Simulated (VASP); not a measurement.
A convergence study with VASP on CsBr (CsCl type): one setting is varied, all else stays as given below, so the limit is that of these other settings.

```
CsBr
1.0
    4.29000     0.00000     0.00000
    0.00000     4.29000     0.00000
    0.00000     0.00000     4.29000
Cs Br
1 1
Direct
  0.00000   0.00000   0.00000
  0.50000   0.50000   0.50000
```

Computed with PBE GGA, VASP's PBE PAW potentials (set 64) (plane waves; VASP). The tightest run used: 550 eV cut-off, 15×15×15 Γ-centred mesh, Gaussian smearing of 0.050 eV, potentials Cs_sv Br.

Q: The settings run are 1×1×1 mesh; 2×2×2 mesh; 4×4×4 mesh; 5×5×5 mesh; 6×6×6 mesh; 8×8×8 mesh; 9×9×9 mesh; 10×10×10 mesh; 11×11×11 mesh; 12×12×12 mesh; 14×14×14 mesh; 15×15×15 mesh. From which on does the energy per atom stay within 0.01 eV/atom of the tightest run?

A: From 4×4×4 mesh on: it is off by 0.0006 there and by no more than 0.01 in any finer run, while 2×2×2 mesh is off by 0.0799.
```json
[
 {"setting": "1×1×1 mesh", "E (eV/atom)": "-0.8681", "pressure (GPa)": "18.45", "irreducible k-points": "1", "difference judged (eV/atom)": "2.1349"},
 {"setting": "2×2×2 mesh", "E (eV/atom)": "-2.9231", "pressure (GPa)": "1.93", "irreducible k-points": "4", "difference judged (eV/atom)": "0.0799"},
 {"setting": "4×4×4 mesh", "E (eV/atom)": "-3.0024", "pressure (GPa)": "1.07", "irreducible k-points": "10", "difference judged (eV/atom)": "0.0006"},
 {"setting": "5×5×5 mesh", "E (eV/atom)": "-3.0029", "pressure (GPa)": "1.06", "irreducible k-points": "10", "difference judged (eV/atom)": "0.0001"},
 {"setting": "6×6×6 mesh", "E (eV/atom)": "-3.0030", "pressure (GPa)": "1.06", "irreducible k-points": "20", "difference judged (eV/atom)": "0.0000"},
 {"setting": "8×8×8 mesh", "E (eV/atom)": "-3.0030", "pressure (GPa)": "1.06", "irreducible k-points": "35", "difference judged (eV/atom)": "0.0000"},
 {"setting": "9×9×9 mesh", "E (eV/atom)": "-3.0030", "pressure (GPa)": "1.06", "irreducible k-points": "35", "difference judged (eV/atom)": "0.0000"},
 {"setting": "10×10×10 mesh", "E (eV/atom)": "-3.0030", "pressure (GPa)": "1.06", "irreducible k-points": "56", "difference judged (eV/atom)": "0.0000"},
 {"setting": "11×11×11 mesh", "E (eV/atom)": "-3.0030", "pressure (GPa)": "1.06", "irreducible k-points": "56", "difference judged (eV/atom)": "0.0000"},
 {"setting": "12×12×12 mesh", "E (eV/atom)": "-3.0030", "pressure (GPa)": "1.06", "irreducible k-points": "84", "difference judged (eV/atom)": "0.0000"},
 {"setting": "14×14×14 mesh", "E (eV/atom)": "-3.0030", "pressure (GPa)": "1.06", "irreducible k-points": "120", "difference judged (eV/atom)": "0.0000"},
 {"setting": "15×15×15 mesh", "E (eV/atom)": "-3.0030", "pressure (GPa)": "1.06", "irreducible k-points": "120", "difference judged (eV/atom)": "0.0000"}
]
```

Left out are rungs that failed or repeat a setting and relaxations that didn't move; long series are thinned to 24 rows.

The compound is CsBr in the CsCl type structure. The cell was not relaxed at this level.
